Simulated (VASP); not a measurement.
# Sr3SiTe (P4mm) in VASP: reference runs

Aim: a first look at Sr3SiTe with PBE, on the cell as given.

Everything below comes from runs of VASP 6.6.1. Logs are shortened: lines on timing, memory, paths and dates and some standing lists are left out, and cuts for length are marked.

### Step 1. The crystal as given

The structure is tetragonal, space group P4mm (No. 99). Conventional cell: a = 4.731 Å, b = 4.731 Å, c = 5.986 Å, α = 90.00°, β = 90.00°, γ = 90.00°. Sr (site symmetry 4mm) has 1 Si at 2.66 Å as nearest neighbours. Around Sr (site symmetry 2mm) lie 2 Si at 2.56 Å. Si (site symmetry 4mm) has 5 Sr at 2.56 to 2.66 Å as nearest neighbours. Te (site symmetry 4mm) is surrounded by 12 Sr at 3.40 to 3.81 Å and 4 Si at 3.91 Å.

The cell was built by a generator and needn't be a form met in nature.

### Step 2. Single point, PBE

Input file INCAR:

```
ALGO = Normal
EDIFF = 1E-7
ENCUT = 520
GGA = PE
ISIF = 2
ISMEAR = -1
LASPH = True
LCHARG = True
LELF = True
LREAL = False
LVHAR = True
LWAVE = False
NBANDS = 28
NELM = 100
PREC = Accurate
SIGMA = 0.05
```

Input file KPOINTS:

```
k-points
0
Gamma
  6 6 5
```

Input file POSCAR:

```
Sr3SiTe
1.0
    4.7307230600      0.0000000000      0.0000000000
    0.0000000000      4.7307230600      0.0000000000
    0.0000000000      0.0000000000      5.9860428100
Sr Si Te
3 1 1
Direct
    0.5000000000      0.5000000000      0.1059000000
    0.0000000000      0.5000000000      0.5000000000
    0.5000000000      0.0000000000      0.5000000000
    0.5000000000      0.5000000000      0.6620000000
    0.0000000000      0.0000000000      0.0000000000
```

Potentials or basis: VASP PAW PBE potentials, release 64 (Sr_sv, Si, Te).

Command:

```bash
$ cat potpaw_PBE.64/Sr_sv/POTCAR potpaw_PBE.64/Si/POTCAR potpaw_PBE.64/Te/POTCAR > POTCAR
$ mpirun -np 1 vasp_std > vasp.out
```

OUTCAR:

```text
EDIFF = 1E-7
   ENCUT = 520
   GGA = PE
   ISIF = 2
   ISMEAR = -1
   LASPH = True
   LREAL = False
   NELM = 100
   PREC = Accurate

 ion  position               nearest neighbor table
   1  0.500  0.500  0.106-   4 2.66   4 3.33   3 3.34   2 3.34   3 3.34   2 3.34   5 3.40   5 3.40
                             5 3.40   5 3.40   2 4.33   3 4.33   2 4.33   3 4.33
   2  0.000  0.500  0.500-   4 2.56   4 2.56   1 3.34   1 3.34   3 3.35   3 3.35   3 3.35   3 3.35
                             5 3.81   5 3.81   5 3.81   5 3.81   1 4.33   1 4.33
   3  0.500  0.000  0.500-   4 2.56   4 2.56   1 3.34   1 3.34   2 3.35   2 3.35   2 3.35   2 3.35
                             5 3.81   5 3.81   5 3.81   5 3.81   1 4.33   1 4.33
   4  0.500  0.500  0.662-   2 2.56   3 2.56   3 2.56   2 2.56   1 2.66   1 3.33
   5  0.000  0.000  0.000-   1 3.40   1 3.40   1 3.40   1 3.40   3 3.81   2 3.81   2 3.81   2 3.81
                             3 3.81   3 3.81   3 3.81   2 3.81

  LATTYP: Found a simple tetragonal cell.
 ALAT       =     4.7307230600
 C/A-ratio  =     1.2653547321

  Lattice vectors:

 A1 = (   4.7307230600,   0.0000000000,   0.0000000000)
 A2 = (   0.0000000000,   4.7307230600,   0.0000000000)
 A3 = (   0.0000000000,   0.0000000000,   5.9860428100)

Analysis of symmetry for initial positions (statically):
=====================================================================
 Subroutine PRICEL returns:
 Original cell was already a primitive cell.

 Routine SETGRP: Setting up the symmetry group for a
 simple tetragonal supercell.

 Subroutine GETGRP returns: Found  8 space group operations
 (whereof  8 operations were pure point group operations)
 out of a pool of 16 trial point group operations.

The static configuration has the point symmetry C_4v.

Analysis of symmetry for dynamics (positions and initial velocities):
=====================================================================
 Subroutine PRICEL returns:
 Original cell was already a primitive cell.

 Routine SETGRP: Setting up the symmetry group for a
 simple tetragonal supercell.

 Subroutine GETGRP returns: Found  8 space group operations
 (whereof  8 operations were pure point group operations)
 out of a pool of 16 trial point group operations.

The dynamic configuration has the point symmetry C_4v.

 Subroutine INISYM returns: Found  8 space group operations
 (whereof  8 operations are pure point group operations),
 and found     1 'primitive' translations

----------------------------------------------------------------------------------------

                                     Primitive cell

  volume of cell :     133.9661

  direct lattice vectors                    reciprocal lattice vectors
     4.730723060  0.000000000  0.000000000     0.211384177  0.000000000  0.000000000
     0.000000000  4.730723060  0.000000000     0.000000000  0.211384177  0.000000000
     0.000000000  0.000000000  5.986042810     0.000000000  0.000000000  0.167055270

  length of vectors
     4.730723060  4.730723060  5.986042810     0.211384177  0.211384177  0.167055270

  position of ions in fractional coordinates (direct lattice)
     0.500000000  0.500000000  0.105900000
     0.000000000  0.500000000  0.500000000
     0.500000000  0.000000000  0.500000000
     0.500000000  0.500000000  0.662000000
     0.000000000  0.000000000  0.000000000

  ion indices of the primitive-cell ions
   primitive index   ion index
                 1           1
                 2           2
                 3           3
                 4           4
                 5           5

----------------------------------------------------------------------------------------

 KPOINTS: k-points

Automatic generation of k-mesh.
 Grid dimensions read from file:
 generate k-points for:    6    6    5

 Generating k-lattice:

  Cartesian coordinates                     Fractional coordinates (reciprocal lattice)
     0.035230696  0.000000000  0.000000000     0.166666667  0.000000000  0.000000000
     0.000000000  0.035230696  0.000000000     0.000000000  0.166666667  0.000000000
     0.000000000  0.000000000  0.033411054     0.000000000  0.000000000  0.200000000

  Length of vectors
     0.035230696  0.035230696  0.033411054

  Shift w.r.t. Gamma in fractional coordinates (k-lattice)
     0.000000000  0.000000000  0.000000000

 Subroutine IBZKPT returns following result:
 ===========================================

 Found     30 irreducible k-points:

 Following reciprocal coordinates:
            Coordinates               Weight
  0.000000  0.000000  0.000000      1.000000
  0.166667  0.000000  0.000000      4.000000
  0.333333  0.000000  0.000000      4.000000
  0.500000  0.000000  0.000000      2.000000
  0.166667  0.166667  0.000000      4.000000
  0.333333  0.166667  0.000000      8.000000
[... 16 lines left out ...]
  0.333333  0.000000  0.400000      8.000000
  0.500000  0.000000  0.400000      4.000000
 [... further k-points ...]
   k-points           NKPTS =     30   k-points in BZ     NKDIM =     30   number of bands    NBANDS=     28
   number of dos      NEDOS =    301   number of ions     NIONS =      5
   total plane-waves  NPLWV =  62208
   dimension x,y,z NGX =    36 NGY =   36 NGZ =   48
   dimension x,y,z NGXF=    72 NGYF=   72 NGZF=   96
   ions per type =               3   1   1
   NGX,Y,Z   is equivalent  to a cutoff of  12.65, 12.65, 13.33 a.u.
   NGXF,Y,Z  is equivalent  to a cutoff of  25.30, 25.30, 26.66 a.u.
 SYSTEM =  unknown system
   PREC   = accura    normal or accurate (medium, high low for compatibility)
   ISTART =      0    job   : 0-new  1-cont  2-samecut
   ICHARG =      2    charge: 1-file 2-atom 10-const
   ISPIN  =      1    spin polarized calculation?
   LNONCOLLINEAR =      F non collinear calculations
   LSORBIT =      F    spin-orbit coupling
   LASPH  =      T    aspherical Exc in radial PAW
   ENCUT  =  520.0 eV  38.22 Ry    6.18 a.u.   8.80  8.80 11.13*2*pi/ulx,y,z
   NELM   =    100;   NELMIN=  2; NELMDL= -5     # of ELM steps
   EDIFF  = 0.1E-06   stopping-criterion for ELM
   LREAL  =      F    real-space projection
   EDIFFG = 0.1E-05   stopping-criterion for IOM
   NSW    =      0    number of steps for IOM
   IBRION =     -1    ionic relax: 0-MD 1-quasi-New 2-CG
   NFREE  =      0    steps in history (QN), initial steepest desc. (CG)
   ISIF   =      2    stress and relaxation
   ISYM   =      2    0-nonsym 1-usesym 2-fastsym
   POTIM  = 0.5000    time-step for ionic-motion
   TEBEG  =    0.0;   TEEND  =   0.0 temperature during run
   PSTRESS=    0.0 pullay stress
   NELECT =      40.0000    total number of electrons
   NUPDOWN=      -1.0000    fix difference up-down
   EMIN   =  10.00;   EMAX   =-10.00  energy-range for DOS
   EFERMI =   0.00;   METHOD = LEGACY
   ISMEAR =    -1;   SIGMA  =   0.05  broadening in eV -4-tet -1-fermi 0-gaus
   EFERMI_NEDOS =   21; number of points for ismear=-14 and -15
   IALGO  =     38    algorithm
   IMIX   =      4    mixing-type and parameters
     AMIX     =   0.40;   BMIX     =  1.00
     AMIX_MAG =   1.60;   BMIX_MAG =  1.00
  volume/ion in A,a.u.               =      26.79       180.81
  Fermi-wavevector in a.u.,A,eV,Ry     =   1.094200  2.067737 16.289884  1.197273
  Thomas-Fermi vector in A             =   2.230500
   LORBIT       =      0    0 simple, 1 ext, 2 COOP (PROOUT), +10 PAW based schemes
   GGA     = PE    functional components
   LHFCALC =     F    Hartree Fock is set to
   AEXX    =    0.0000 exact exchange contribution
   IVDW    =     0    specifies the selected vdW correction
   LEPSILON=     F    determine dielectric tensor
   LRPA    =     F    only Hartree local field effects (RPA)
 non-spin polarized calculation
  energy-cutoff  :      520.00
  volume of cell :      133.97
 maximum number of plane-waves:      3632
 NGX is ok and might be reduce to    36
   NGX = 17   NGY = 17   NGZ = 23

 number of electron      40.0000000 magnetization

 Free energy of the ion-electron system (eV)
  ---------------------------------------------------
  ext. energy  EPLUGINS =         0.00000000
  ---------------------------------------------------
  free energy    TOTEN  =       -11.76593178 eV

  energy without entropy =      -11.74972722  energy(sigma->0) =      -11.75782950

 E-fermi :   5.3030     XC(G=0):  -9.5739

 val. band max:        5.2440275175   @ k =   0.3333   0.1667   0.0000
 cond. band min:       5.3065219212   @ k =   0.0000   0.0000   0.0000
 fundamental gap:      0.0624944037
 Fermi energy:         5.3029890473

 k-point     1 :       0.0000    0.0000    0.0000
  band No.  band energies     occupation
      1     -30.3529      2.00000
      2     -30.0854      2.00000
      3     -29.8940      2.00000
      4     -12.8931      2.00000
      5     -12.8931      2.00000
      6     -12.8153      2.00000
[... 20 lines left out ...]
     27       8.6932      0.00000
     28       9.1775      0.00000

 k-point     2 :       0.1667    0.0000    0.0000
  band No.  band energies     occupation
      1     -30.3486      2.00000
      2     -30.0748      2.00000
      3     -29.9083      2.00000
      4     -12.8802      2.00000
      5     -12.8474      2.00000
      6     -12.7859      2.00000
[... 20 lines left out ...]
     27       8.8434      0.00000
     28       8.8494      0.00000

 k-point     3 :       0.3333    0.0000    0.0000
  band No.  band energies     occupation
      1     -30.3402      2.00000
      2     -30.0437      2.00000
      3     -29.9465      2.00000
      4     -12.8387      2.00000
      5     -12.7379      2.00000
      6     -12.7205      2.00000
[... 616 lines left out ...]
      3     -29.9467      2.00000
      4     -12.8952      2.00000
      5     -12.7102      2.00000
      6     -12.7015      2.00000
[... 20 lines left out ...]
     27       8.6425      0.00000
     28       9.2330      0.00000

 k-point    24 :       0.5000    0.0000    0.4000
  band No.  band energies     occupation
      1     -30.3343      2.00000
      2     -30.0007      2.00000
      3     -29.9947      2.00000
      4     -12.8932      2.00000
      5     -12.7249      2.00000
      6     -12.6395      2.00000
[... 20 lines left out ...]
     27       8.2676      0.00000
     28       9.0050      0.00000

 [... further k-points ...]

------------------------ aborting loop because EDIFF is reached ----------------------------------------

  FORCE on cell =-STRESS in cart. coord.  units (eV):
  Direction    XX          YY          ZZ          XY          YZ          ZX
  --------------------------------------------------------------------------------------
  -------------------------------------------------------------------------------------
  Total       19.8346790     19.8346790      8.7764756      0.0000000      0.0000000      0.0000000
  in kB      237.2143136    237.2143136    104.9629109      0.0000000      0.0000000      0.0000000
  external PRESSURE =     193.1305127 kB  Pullay stress =       0.0000000 kB

 VOLUME and BASIS-vectors are now :
 -----------------------------------------------------------------------------
  energy-cutoff  :      520.00
  volume of cell :      133.97
      direct lattice vectors                 reciprocal lattice vectors
     4.730723060  0.000000000  0.000000000     0.211384177  0.000000000  0.000000000
     0.000000000  4.730723060  0.000000000     0.000000000  0.211384177  0.000000000
     0.000000000  0.000000000  5.986042810     0.000000000  0.000000000  0.167055270

 POSITION                                       TOTAL-FORCE (eV/Angst)
 -----------------------------------------------------------------------------------
      2.36536      2.36536      0.63392        -0.000000     -0.000000     -0.910844
      0.00000      2.36536      2.99302         0.000000      0.000000     -0.948049
      2.36536      0.00000      2.99302        -0.000000     -0.000000     -0.948049
      2.36536      2.36536      3.96276        -0.000000     -0.000000      1.678571
      0.00000      0.00000      0.00000        -0.000000     -0.000000      1.128371
 -----------------------------------------------------------------------------------
    total drift:                                0.000000      0.000000      0.000433

  FREE ENERGIE OF THE ION-ELECTRON SYSTEM (eV)
  ---------------------------------------------------
  free  energy   TOTEN  =       -11.7659317847 eV

  energy  without entropy=      -11.7497272210  energy(sigma->0) =      -11.75782950
```

It took 66 s on 1 thread of Intel Xeon 6975P-C (Granite Rapids), shared host; peak memory 0.3 GiB.

Results:

- Free energy: -11.7659 eV
- Pressure: 19.3 GPa
- Largest force: 1.679 eV/Å
- Band gap on the k mesh: none (metal or under the smearing width)

Forces on the atoms (eV/Å):
```
Sr   0.000  0.000 -0.911
Sr   0.000  0.000 -0.948
Sr   0.000  0.000 -0.948
Si   0.000  0.000  1.679
Te   0.000  0.000  1.128
```

Stress tensor (GPa, compression positive):
```
23.72  0.00  0.00
 0.00 23.72  0.00
 0.00  0.00 10.50
```

Caveat: so large a pressure means that the cell lies far from this level's equilibrium, or that cutoff or potentials fall short; forces of over 1 eV/Å show positions far from the minimum, so gaps and moduli don't describe the material at rest.
